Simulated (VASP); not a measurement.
Data:

```
Ni3Si
1.0
    3.52647     0.00000     0.00000
    0.00000     3.52647     0.00000
    0.00000     0.00000     3.52647
Si Ni
1 3
Cartesian
  0.00000   0.00000   0.00000
  0.00000   1.76324   1.76324
  1.76324   0.00000   1.76324
  1.76324   1.76324   0.00000
```

Level of theory: revPBE GGA, VASP's PBE PAW potentials (set 64) (plane waves; VASP 6.6.1). Numerical set-up: 520 eV cut-off, 10×10×10 Γ-centred mesh, tetrahedra with Blöchl corrections, potentials Si Ni.

The cores are frozen, which limits the accuracy of field gradients.

Q: Give the principal components of the electric field gradient (V/Å²) and the asymmetry η at each nucleus.

A: 
```json
[
 {"atom": "Si1", "Vxx": "0.0", "Vyy": "0.0", "Vzz": "0.0", "η": "-"},
 {"atom": "Ni2", "Vxx": "21.3", "Vyy": "21.3", "Vzz": "-42.6", "η": "0.00"},
 {"atom": "Ni3", "Vxx": "21.3", "Vyy": "21.3", "Vzz": "-42.6", "η": "0.00"},
 {"atom": "Ni4", "Vxx": "21.3", "Vyy": "21.3", "Vzz": "-42.6", "η": "0.00"}
]
```

The compound is Ni3Si in the L1_2 structure. It was relaxed first. The run is not spin-polarised, so no magnetic state was tried.
